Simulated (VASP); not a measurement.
Computed with PBE GGA with spin-orbit coupling, VASP's PBE PAW potentials (set 64) (plane waves; VASP).

VASP input:

**POSCAR**
```
IrSe2
1
    4.9961030000     0.0000000000     0.0000000000
    0.0000000000     6.0977050000     0.0000000000
    0.0000000000     0.0000000000     3.8065970000
Ir Se
2 4
Direct
  0.0000000000   0.0000000000   0.0000000000
  0.5000000000   0.5000000000   0.5000000000
  0.2004000000   0.3787000000   0.0000000000
  0.7004000000   0.1213000000   0.5000000000
  0.2996000000   0.8787000000   0.5000000000
  0.7996000000   0.6213000000   0.0000000000
```

### INCAR
```
SYSTEM = IrSe2
PREC = Accurate; ENCUT = 300; LREAL = .FALSE.
LASPH = .TRUE.
EDIFF = 1E-6; NELM = 100; ALGO = Normal
LMAXMIX = 6
ISMEAR = -1; SIGMA = 0.136
GGA = PE; GGA_COMPAT = .FALSE.
MAGMOM = 0.0 0.0 0.0 0.0 0.0 0.0 0.0 0.0 0.0 0.0 0.0 0.0 0.0 0.0 0.0 0.0 0.0 0.0
LSORBIT = .TRUE.; LNONCOLLINEAR = .TRUE.
ISIF = 2
LWAVE = .FALSE.; LCHARG = .FALSE.; LORBIT = 11
```

### KPOINTS
```
Automatic mesh
0
Gamma
3 2 3
0 0 0
```

POTCAR, in this order: Ir Se (PBE.64 set). Program: vasp_ncl.

Output

### OUTCAR
```
 ion  position               nearest neighbor table
   1  0.000  0.000  0.000-   3 2.52   6 2.52   5 2.53   4 2.53   4 2.53   5 2.53
   2  0.500  0.500  0.500-   4 2.52   5 2.52   3 2.53   6 2.53   3 2.53   6 2.53
   3  0.200  0.379  0.000-   6 2.49   1 2.52   2 2.53   2 2.53
   4  0.700  0.121  0.500-   5 2.49   2 2.52   1 2.53   1 2.53
   5  0.300  0.879  0.500-   4 2.49   2 2.52   1 2.53   1 2.53
   6  0.800  0.621  0.000-   3 2.49   1 2.52   2 2.53   2 2.53
  LATTYP: Found a simple orthorhombic cell.
 ALAT       =     3.8065970000
 B/A-ratio  =     1.3124854036
 C/A-ratio  =     1.6018782655
 Subroutine PRICEL returns:
 Original cell was already a primitive cell.
 Subroutine GETGRP returns: Found  8 space group operations
The static configuration has the point symmetry C_2h.
 The point group associated with its full space group is D_2h.
The dynamic configuration has the point symmetry C_2h.
The overall configuration has the point symmetry C_2h.
 Subroutine INISYM returns: Found  8 space group operations
 Subroutine IBZKPT returns following result:
 Found      8 irreducible k-points:

 Following reciprocal coordinates:
            Coordinates               Weight
  0.000000  0.000000  0.000000      1.000000
  0.333333  0.000000  0.000000      2.000000
  0.000000  0.500000  0.000000      1.000000
  0.333333  0.500000  0.000000      2.000000
  0.000000  0.000000  0.333333      2.000000
  0.333333  0.000000  0.333333      4.000000
  0.000000  0.500000  0.333333      2.000000
  0.333333  0.500000  0.333333      4.000000
   k-points           NKPTS =      8   k-points in BZ     NKDIM =      8   number of bands    NBANDS=     50
   number of dos      NEDOS =    301   number of ions     NIONS =      6
   total plane-waves  NPLWV =  24192
   dimension x,y,z NGX =    28 NGY =   36 NGZ =   24
   dimension x,y,z NGXF=    56 NGYF=   72 NGZF=   48
   ions per type =               2   4
   PREC   = accura    normal or accurate (medium, high low for compatibility)
   ISTART =      0    job   : 0-new  1-cont  2-samecut
...
```

**OSZICAR**
```
       N       E                     dE             d eps       ncg     rms          rms(c)
DAV:   1     0.245228426836E+03    0.24523E+03   -0.13078E+04   808   0.969E+02
DAV:   2    -0.680046441377E+01   -0.25203E+03   -0.24167E+03   870   0.323E+02
DAV:   3    -0.332782696482E+02   -0.26478E+02   -0.25568E+02  1064   0.915E+01
DAV:   4    -0.343831578128E+02   -0.11049E+01   -0.10752E+01  1096   0.192E+01
DAV:   5    -0.344249461573E+02   -0.41788E-01   -0.41276E-01  1120   0.303E+00    0.226E+01
DAV:   6    -0.340332488523E+02    0.39170E+00   -0.43013E+00  1218   0.186E+01    0.127E+01
DAV:   7    -0.339206622525E+02    0.11259E+00   -0.23862E+00  1194   0.147E+01    0.847E+00
DAV:   8    -0.337841932192E+02    0.13647E+00   -0.33943E-01  1114   0.595E+00    0.167E+00
DAV:   9    -0.337710003278E+02    0.13193E-01   -0.90876E-02  1220   0.232E+00    0.281E-01
DAV:  10    -0.337712687769E+02   -0.26845E-03   -0.57124E-03   960   0.515E-01    0.127E-01
DAV:  11    -0.337713730905E+02   -0.10431E-03   -0.44028E-04  1108   0.124E-01    0.571E-02
DAV:  12    -0.337713901918E+02   -0.17101E-04   -0.35162E-05   972   0.386E-02    0.339E-02
DAV:  13    -0.337714077151E+02   -0.17523E-04   -0.16000E-05   924   0.244E-02    0.953E-03
DAV:  14    -0.337714087235E+02   -0.10085E-05   -0.13532E-06   674   0.846E-03    0.313E-03
DAV:  15    -0.337714087767E+02   -0.53212E-07   -0.25990E-07   580   0.331E-03
   1 F= -.33771409E+02 E0= -.33625644E+02  d E =-.291531E+00  mag=    -0.0000     0.0000     0.0000
```

File OUTCAR:
```
------------------------ aborting loop because EDIFF is reached ----------------------------------------
  FORCE on cell =-STRESS in cart. coord.  units (eV):
  Direction    XX          YY          ZZ          XY          YZ          ZX
  --------------------------------------------------------------------------------------
  Total        4.3415418      2.1476607      1.7947345     -0.0000000      0.0000000      0.0000000
  in kB       59.9818524     29.6716398     24.7956839     -0.0000000      0.0000000      0.0000000
  external PRESSURE =      38.1497254 kB  Pullay stress =       0.0000000 kB
  volume of cell :      115.97
      direct lattice vectors                 reciprocal lattice vectors
     4.996103000  0.000000000  0.000000000     0.200156002  0.000000000  0.000000000
     0.000000000  6.097705000  0.000000000     0.000000000  0.163996126  0.000000000
     0.000000000  0.000000000  3.806597000     0.000000000  0.000000000  0.262701831
 POSITION                                       TOTAL-FORCE (eV/Angst)
 -----------------------------------------------------------------------------------
      0.00000      0.00000      0.00000         0.000000      0.000000     -0.000000
      2.49805      3.04885      1.90330         0.000000      0.000000     -0.000000
      1.00122      2.30920      0.00000         1.210947     -0.518923      0.000000
      3.49927      0.73965      1.90330         1.210947      0.518923      0.000000
      1.49683      5.35805      1.90330        -1.210947     -0.518923      0.000000
      3.99488      3.78850      0.00000        -1.210947      0.518923     -0.000000
 -----------------------------------------------------------------------------------
    total drift:                                0.000000      0.000000      0.000000
  FREE ENERGIE OF THE ION-ELECTRON SYSTEM (eV)
  ---------------------------------------------------
  free  energy   TOTEN  =       -33.7714087767 eV

  energy  without entropy=      -33.4798782645  energy(sigma->0) =      -33.62564352

 total charge

# of ion       s       p       d       tot
------------------------------------------
    1        0.594   0.596   7.101   8.290
    2        0.594   0.596   7.101   8.290
    3        1.487   2.221   0.095   3.802
    4        1.487   2.221   0.095   3.802
    5        1.487   2.221   0.095   3.802
    6        1.487   2.221   0.095   3.802
--------------------------------------------------
tot          7.136  10.073  14.581  31.790

 magnetization (x)

# of ion       s       p       d       tot
------------------------------------------
    1        0.000   0.000   0.000   0.000
    2        0.000   0.000   0.000   0.000
    3        0.000   0.000   0.000   0.000
    4        0.000   0.000   0.000   0.000
    5        0.000   0.000   0.000   0.000
    6        0.000   0.000   0.000   0.000
--------------------------------------------------
tot          0.000   0.000   0.000   0.000

 magnetization (y)

# of ion       s       p       d       tot
------------------------------------------
    1        0.000   0.000   0.000   0.000
    2        0.000   0.000   0.000   0.000
    3        0.000   0.000   0.000   0.000
    4        0.000   0.000   0.000   0.000
    5        0.000   0.000   0.000   0.000
    6        0.000   0.000   0.000   0.000
--------------------------------------------------
tot          0.000   0.000   0.000   0.000

 magnetization (z)

# of ion       s       p       d       tot
------------------------------------------
    1       -0.000  -0.000   0.000  -0.000
    2        0.000   0.000  -0.000   0.000
    3        0.000  -0.000   0.000   0.000
    4       -0.000   0.000  -0.000  -0.000
    5       -0.000   0.000  -0.000  -0.000
    6        0.000  -0.000   0.000   0.000
--------------------------------------------------
tot          0.000  -0.000   0.000   0.000

 Ion:    1  E_soc:     -0.7590515

 Ion:    2  E_soc:     -0.7590515

 Ion:    3  E_soc:     -0.0370400

 Ion:    4  E_soc:     -0.0370400

 Ion:    5  E_soc:     -0.0370400

 Ion:    6  E_soc:     -0.0370400
```
(Selected blocks of OUTCAR.)

At this cut-off the stress carries a Pulay error, which pulls relaxed volumes low.

The structure was generated: IrSe2 was put into an ordered model structure, which need not be its known phase. The cell was not relaxed at this level. The k-mesh is coarse (spacing up to 0.55 per Å, 2π included), so the numbers may not be converged in it. The run is one of a series of settings (GGA_COMPAT = .FALSE., LNONCOLLINEAR = .TRUE., LSORBIT = .TRUE., MAGMOM = 0.0 0.0 0.0 0.0 0.0 0.0 0.0 0.0 0.0 0.0 0.0 0.0 0.0 0.0 0.0 0.0 0.0 0.0, program vasp_ncl against the base run), some of them coarse on purpose.
